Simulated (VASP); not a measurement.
# Fitting the PBE energy curve of HgGa

```xyz
2
Lattice="0.0000 2.8969 2.8969 2.8969 0.0000 2.8969 2.8969 2.8969 0.0000" Properties=species:S:1:pos:R:3 pbc="T T T"
Ga    0.0000    0.0000    0.0000
Hg    2.8969    2.8969    2.8969
```

The cell comes from a database or a generator and needn't be the stable form of this composition.

The cell was scaled at fixed shape and fractions and run with VASP, PBE PAW files Ga_d, Hg, 520 eV; PBE, k mesh 8 × 8 × 8 on the cell of 2 atoms, fermi-dirac occupations of 0.05 eV, no spin polarisation, no spin-orbit coupling. Energies are those that the program minimises, any entropy of the smearing included. For a metal such a mesh isn't converged to the digits shown.

```csv
V (Å³/atom),energy over the lowest row (meV/atom)
22.8527,12.235
23.3389,5.713
23.8251,?
24.3114,0.000
24.7976,0.004
25.2838,1.580
25.7701,4.793
```

Fit the third-order Birch-Murnaghan form, give V0, B0 and B′, and predict the energy left open.

With y = (V0/V)^(2/3), E = E0 + (9 V0 B0/16) [(y - 1)³ B′ + (y - 1)² (6 - 4y)]. Least squares through the rows shown give V0 = 24.5405 Å³/atom, E0 = -0.255 meV, B0 = 29.20 GPa (1 eV/Å³ = 160.218 GPa) and B′ = 5.93, with a largest miss of 0.080 meV, so B0 and B′ are loose. At V = 23.8251 the form with these constants gives 1.780 meV; the run gave 1.753 meV an atom.
